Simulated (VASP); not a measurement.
Level of theory: PBEsol GGA, VASP's PBE PAW potentials (set 64) (plane waves; VASP 6.6.1).

Input for VASP

File KPOINTS:
```
Automatic mesh
0
Gamma
14 14 14
0 0 0
```

**INCAR**
```
LMAXMIX  =  4   # l cut-off of mixed one-centre charges
GGA  =  PS   # PBEsol
LASPH  =  .TRUE.   # aspherical one-centre terms
SIGMA  =  0.1   # width (eV)
SYSTEM  =  In
ENCUT  =  480   # plane-wave cut-off (eV)
EDIFF  =  1E-7   # SCF stop (eV)
LWAVE  =  .FALSE.
PREC  =  Accurate
LREAL  =  .FALSE.   # projection in real space or not
ALGO  =  Normal   # blocked Davidson
ISIF  =  2   # forces and stress, cell fixed
ISMEAR  =  1
LCHARG  =  .FALSE.
NELM  =  100
```

POSCAR:
```
In
1
   -1.5410721692     1.5410721692     2.4739251669
    1.5410721692    -1.5410721692     2.4739251669
    1.5410721692     1.5410721692    -2.4739251669
In
1
Direct
  0.0000000000   0.0000000000   0.0000000000
```

POTCAR, in this order: In_d (PBE.64 set). Program: vasp_std.

Unless said otherwise, spin-orbit coupling is left out, though it shifts the bands of the heavy elements here.

### Question
Estimate the energy per atom (σ→0), pressure, band gap (on the k-mesh).

### Answer

| Quantity | Value |
|---|---|
| energy per atom (σ→0) | -2.954 eV/atom |
| band gap (on the k-mesh) | none (metal, semimetal or under 0.01 eV) |
| pressure | 4.83 GPa |

File OSZICAR:
```
...
DAV:   5    -0.300895006766E+01   -0.20641E-02   -0.20640E-02  6100   0.146E+00    0.290E+00
DAV:   6    -0.296406221323E+01    0.44888E-01   -0.84149E-02  5626   0.685E+00    0.138E+00
DAV:   7    -0.295511500236E+01    0.89472E-02   -0.22326E-02  6194   0.327E+00    0.339E-01
DAV:   8    -0.295421624693E+01    0.89876E-03   -0.94773E-04  5812   0.645E-01    0.313E-02
DAV:   9    -0.295421800677E+01   -0.17598E-05   -0.15779E-05  6670   0.530E-02    0.179E-02
DAV:  10    -0.295421854876E+01   -0.54199E-06   -0.14526E-06  6896   0.207E-02    0.138E-03
DAV:  11    -0.295421860127E+01   -0.52508E-07   -0.41973E-08  3358   0.413E-03
   1 F= -.29542186E+01 E0= -.29542582E+01  d E =0.118756E-03
```

The compound is In in the bct structure. This cell was strained or had an atom moved on purpose.
